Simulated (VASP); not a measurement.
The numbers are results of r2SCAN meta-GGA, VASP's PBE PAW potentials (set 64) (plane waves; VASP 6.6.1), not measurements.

A VASP calculation is set up with these files.

File POSCAR:
```
Te
1
    2.3528708513    -4.0752915189     0.0000000000
    2.3528708513     4.0752915189     0.0000000000
    0.0000000000     0.0000000000     6.0188859784
Te
3
Direct
  0.0000000000   0.2546939293   0.6666670000
  0.7453060707   0.7453060707   0.0000000000
  0.2546939293   0.0000000000   0.3333330000
```

### KPOINTS
```
Automatic
0
G
7 7 5
```

### INCAR
```
LASPH = .True.
METAGGA = R2SCAN
NELM = 100   # most electronic steps
LMAXMIX = 4   # l cut-off of mixed one-centre charges
SIGMA = 0.05
LCHARG = .False.
ALGO = Normal   # blocked Davidson
LREAL = .False.   # projection in real space or not
ENCUT = 520   # plane-wave cut-off (eV)
ISMEAR = 0
IBRION = 2
LWAVE = .False.
ISIF = 4   # ions and shape, fixed volume
EDIFFG = -0.01
EDIFF = 1E-7   # SCF stop (eV)
NSW = 30   # most ionic steps
PREC = Accurate
SYSTEM = Te
LMIXTAU = .True.
```

POTCAR, in this order: Te (PBE.64 set). Program: vasp_std.

The resulting files:

File OSZICAR:
```
       N       E                     dE             d eps       ncg     rms          rms(c)
DAV:   1     0.112949137354E+02    0.11295E+02   -0.65661E+03   832   0.112E+03
DAV:   2    -0.735425106398E+02   -0.84837E+02   -0.81166E+02  1084   0.158E+02
DAV:   3    -0.792352556345E+02   -0.56927E+01   -0.56512E+01  1012   0.465E+01
DAV:   4    -0.793308468053E+02   -0.95591E-01   -0.95518E-01   994   0.731E+00
DAV:   5    -0.793326910929E+02   -0.18443E-02   -0.18443E-02  1026   0.102E+00    0.846E+00
DAV:   6    -0.772349551476E+02    0.20977E+01   -0.23263E-01   837   0.477E+00    0.631E+00
DAV:   7    -0.748382023014E+02    0.23968E+01   -0.13594E+00   837   0.708E+00    0.407E+00
DAV:   8    -0.761266620173E+02   -0.12885E+01   -0.61509E-01   832   0.625E+00    0.644E-01
DAV:   9    -0.761591986913E+02   -0.32537E-01   -0.96102E-02   832   0.274E+00    0.152E-01
DAV:  10    -0.761966858595E+02   -0.37487E-01   -0.15139E-02   842   0.114E+00    0.226E-01
DAV:  11    -0.761967460846E+02   -0.60225E-04   -0.79270E-04   947   0.283E-01    0.231E-01
DAV:  12    -0.761944293666E+02    0.23167E-02   -0.23176E-03   832   0.519E-01    0.141E-01
DAV:  13    -0.761964295914E+02   -0.20002E-02   -0.48240E-03   832   0.778E-01    0.137E-01
DAV:  14    -0.761975529524E+02   -0.11234E-02   -0.53053E-04   832   0.240E-01    0.502E-02
DAV:  15    -0.761975924585E+02   -0.39506E-04   -0.14101E-05   968   0.391E-02    0.299E-02
DAV:  16    -0.761975911050E+02    0.13535E-05   -0.78937E-06   847   0.329E-02    0.246E-02
DAV:  17    -0.761975788427E+02    0.12262E-04   -0.24224E-05   832   0.502E-02    0.123E-02
DAV:  18    -0.761975741627E+02    0.46800E-05   -0.53176E-06   862   0.170E-02    0.594E-03
DAV:  19    -0.761975645732E+02    0.95894E-05   -0.81914E-07   842   0.925E-03    0.402E-03
DAV:  20    -0.761975939577E+02   -0.29384E-04   -0.17202E-05   832   0.434E-02    0.482E-03
DAV:  21    -0.761975944425E+02   -0.48487E-06   -0.61330E-07   912   0.911E-03    0.118E-03
DAV:  22    -0.761975944362E+02    0.62828E-08   -0.42524E-09   431   0.671E-04
   1 F= -.76197594E+02 E0= -.76197594E+02  d E =-.761976E+02
       N       E                     dE             d eps       ncg     rms          rms(c)
DAV:   1    -0.762140070254E+02   -0.16413E-01   -0.77280E-01   832   0.506E+00    0.813E-01
DAV:   2    -0.762182365006E+02   -0.42295E-02   -0.33010E-02   917   0.121E+00    0.147E-01
DAV:   3    -0.762183803555E+02   -0.14385E-03   -0.77975E-04   972   0.237E-01    0.939E-02
DAV:   4    -0.762184344610E+02   -0.54106E-04   -0.62034E-04   872   0.185E-01    0.332E-02
DAV:   5    -0.762184490060E+02   -0.14545E-04   -0.11945E-04   832   0.107E-01    0.244E-02
DAV:   6    -0.762184725692E+02   -0.23563E-04   -0.61902E-05   847   0.829E-02    0.258E-02
DAV:   7    -0.762184829087E+02   -0.10339E-04   -0.28279E-05   837   0.591E-02    0.621E-03
DAV:   8    -0.762184941330E+02   -0.11224E-04   -0.52743E-06   842   0.246E-02    0.206E-03
DAV:   9    -0.762184947829E+02   -0.64989E-06   -0.77349E-07   892   0.861E-03    0.115E-03
DAV:  10    -0.762184949412E+02   -0.15836E-06   -0.47466E-08   486   0.231E-03    0.885E-04
DAV:  11    -0.762184949618E+02   -0.20579E-07   -0.12348E-08   416   0.111E-03
   2 F= -.76218495E+02 E0= -.76218495E+02  d E =-.209005E-01
       N       E                     dE             d eps       ncg     rms          rms(c)
DAV:   1    -0.762230512643E+02   -0.45563E-02   -0.17458E+00   832   0.760E+00    0.132E+00
DAV:   2    -0.762324637004E+02   -0.94124E-02   -0.74791E-02   907   0.183E+00    0.223E-01
DAV:   3    -0.762326945187E+02   -0.23082E-03   -0.18390E-03   992   0.359E-01    0.143E-01
DAV:   4    -0.762327996975E+02   -0.10518E-03   -0.14670E-03   877   0.283E-01    0.522E-02
DAV:   5    -0.762328352364E+02   -0.35539E-04   -0.28169E-04   842   0.166E-01    0.391E-02
DAV:   6    -0.762328819333E+02   -0.46697E-04   -0.16085E-04   857   0.133E-01    0.421E-02
DAV:   7    -0.762329122451E+02   -0.30312E-04   -0.78068E-05   837   0.974E-02    0.101E-02
DAV:   8    -0.762329423458E+02   -0.30101E-04   -0.14590E-05   852   0.409E-02    0.307E-03
DAV:   9    -0.762329437718E+02   -0.14260E-05   -0.16922E-06   892   0.127E-02    0.162E-03
DAV:  10    -0.762329440695E+02   -0.29769E-06   -0.10984E-07   631   0.343E-03    0.136E-03
DAV:  11    -0.762329440958E+02   -0.26352E-07   -0.34762E-08   436   0.187E-03
   3 F= -.76232944E+02 E0= -.76232944E+02  d E =-.353497E-01
       N       E                     dE             d eps       ncg     rms          rms(c)
DAV:   1    -0.762329435780E+02    0.49150E-06   -0.35144E-02   832   0.108E+00    0.189E-01
DAV:   2    -0.762331346184E+02   -0.19104E-03   -0.15128E-03   907   0.260E-01    0.322E-02
DAV:   3    -0.762331398884E+02   -0.52700E-05   -0.38961E-05   997   0.517E-02    0.205E-02
DAV:   4    -0.762331450280E+02   -0.51396E-05   -0.31364E-05   877   0.410E-02    0.806E-03
DAV:   5    -0.762331448859E+02    0.14215E-06   -0.62903E-06   857   0.243E-02    0.590E-03
DAV:   6    -0.762331462037E+02   -0.13178E-05   -0.34822E-06   862   0.193E-02    0.613E-03
DAV:   7    -0.762331466566E+02   -0.45292E-06   -0.15381E-06   842   0.136E-02    0.133E-03
DAV:   8    -0.762331471565E+02   -0.49991E-06   -0.29079E-07   700   0.584E-03    0.371E-04
DAV:   9    -0.762331471937E+02   -0.37201E-07   -0.49214E-08   431   0.218E-03
   4 F= -.76233147E+02 E0= -.76233147E+02  d E =-.355528E-01
       N       E                     dE             d eps       ncg     rms          rms(c)
DAV:   1    -0.762331317947E+02    0.15362E-04   -0.23372E-03   832   0.278E-01    0.481E-02
DAV:   2    -0.762331426139E+02   -0.10819E-04   -0.10071E-04   912   0.669E-02    0.834E-03
DAV:   3    -0.762331418739E+02    0.74003E-06   -0.26033E-06   992   0.133E-02    0.533E-03
DAV:   4    -0.762331409646E+02    0.90929E-06   -0.20996E-06   877   0.107E-02    0.213E-03
DAV:   5    -0.762331411042E+02   -0.13966E-06   -0.43654E-07   852   0.652E-03    0.144E-03
DAV:   6    -0.762331412434E+02   -0.13917E-06   -0.25711E-07   610   0.536E-03    0.126E-03
DAV:   7    -0.762331413246E+02   -0.81148E-07   -0.85403E-08   451   0.289E-03
   5 F= -.76233141E+02 E0= -.76233141E+02  d E =-.355469E-01
       N       E                     dE             d eps       ncg     rms          rms(c)
DAV:   1    -0.762331923947E+02   -0.51151E-04   -0.16169E-03   837   0.224E-01    0.254E-02
DAV:   2    -0.762331814198E+02    0.10975E-04   -0.37746E-05   927   0.436E-02    0.115E-02
DAV:   3    -0.762331841365E+02   -0.27167E-05   -0.12017E-05   902   0.277E-02    0.714E-03
DAV:   4    -0.762331834249E+02    0.71163E-06   -0.26651E-06   962   0.130E-02    0.195E-03
DAV:   5    -0.762331842541E+02   -0.82920E-06   -0.11883E-06   832   0.106E-02    0.163E-03
DAV:   6    -0.762331844326E+02   -0.17845E-06   -0.14909E-07   581   0.387E-03    0.104E-03
DAV:   7    -0.762331841771E+02    0.25550E-06   -0.10336E-07   576   0.332E-03    0.308E-04
DAV:   8    -0.762331843568E+02   -0.17971E-06   -0.96916E-08   571   0.300E-03    0.127E-04
DAV:   9    -0.762331843383E+02    0.18518E-07   -0.42742E-09   416   0.627E-04
   6 F= -.76233184E+02 E0= -.76233184E+02  d E =-.430137E-04
```

File OUTCAR:
```
------------------------ aborting loop because EDIFF is reached ----------------------------------------
  FORCE on cell =-STRESS in cart. coord.  units (eV):
  Direction    XX          YY          ZZ          XY          YZ          ZX
  --------------------------------------------------------------------------------------
  Total       -0.4290977     -0.4290976     -0.4727742      0.0000000      0.0000000      0.0000000
  in kB       -5.9561262     -5.9561254     -6.5623818      0.0000000      0.0000000      0.0000000
  external PRESSURE =      -6.1582112 kB  Pullay stress =       0.0000000 kB
  volume of cell :      115.43
      direct lattice vectors                 reciprocal lattice vectors
     2.380061846 -4.122387744  0.000000000     0.210078575 -0.121288930 -0.000000000
     2.380061846  4.122387744 -0.000000000     0.210078575  0.121288930  0.000000000
    -0.000000000 -0.000000000  5.882146078    -0.000000000  0.000000000  0.170005979
 POSITION                                       TOTAL-FORCE (eV/Angst)
 -----------------------------------------------------------------------------------
      2.96368     -3.11153      3.92143         0.000083      0.000144      0.000000
      3.59289     -0.00000      0.00000        -0.000166     -0.000000      0.000000
      2.96368      3.11153      1.96071         0.000083     -0.000144     -0.000000
 -----------------------------------------------------------------------------------
    total drift:                               -0.000155     -0.000401      0.000011
  FREE ENERGIE OF THE ION-ELECTRON SYSTEM (eV)
  ---------------------------------------------------
  free  energy   TOTEN  =       -76.2331843383 eV

  energy  without entropy=      -76.2331843383  energy(sigma->0) =      -76.23318434

 reached required accuracy - stopping structural energy minimisation
```
(Selected blocks of OUTCAR.)

CONTCAR:
```
Te
   1.00000000000000
     2.3800618458596388   -4.1223877443319941    0.0000000000000000
     2.3800618458596388    4.1223877443319941   -0.0000000000000000
    -0.0000000000000000   -0.0000000000000000    5.8821460782656230
  Te
     3
Direct
     0.9999999999878316    0.2452113037503449    0.6666669999999968
     0.7547886962618234    0.7547886962618234    0.0000000000000000
     0.2452113037503449    0.9999999999878316    0.3333330000000032
```

The compound is Te in the trig structure. This cell is one point of a volume scan, at 1.06 of the reference volume. Symmetry was kept, so distortions that lower it aren't found.
